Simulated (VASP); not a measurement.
Data:

```xyz
2
Lattice="3.1473 0.0000 0.0000 0.0000 3.1473 0.0000 0.0000 0.0000 3.1473" Properties=species:S:1:pos:R:3 pbc="T T T"
Zn     1.5737     1.5737     1.5737
Au     0.0000     0.0000     0.0000
```

Computed with r2SCAN meta-GGA, VASP's PBE PAW potentials (set 64) (plane waves; VASP). Run with 480 eV cut-off, 10×10×10 Γ-centred mesh, first-order Methfessel-Paxton smearing of 0.10 eV, potentials Zn Au.

Unless said otherwise, spin-orbit coupling is left out, though it shifts the bands of the heavy elements here.

### Question
Predict the energy per atom (σ→0), band gap (on the k-mesh) with the smallest direct gap where there is one.

### Answer

```yaml
band gap (on the k-mesh): none (metal, semimetal or under 0.01 eV)
energy per atom (σ→0): -29.969 eV/atom
```

Total energies compare only between runs with the same potentials, cut-off and functional.

The compound is AuZn in the CsCl type structure. It was relaxed first. The electron count is odd and the run is not spin-polarised, which forces a metal.
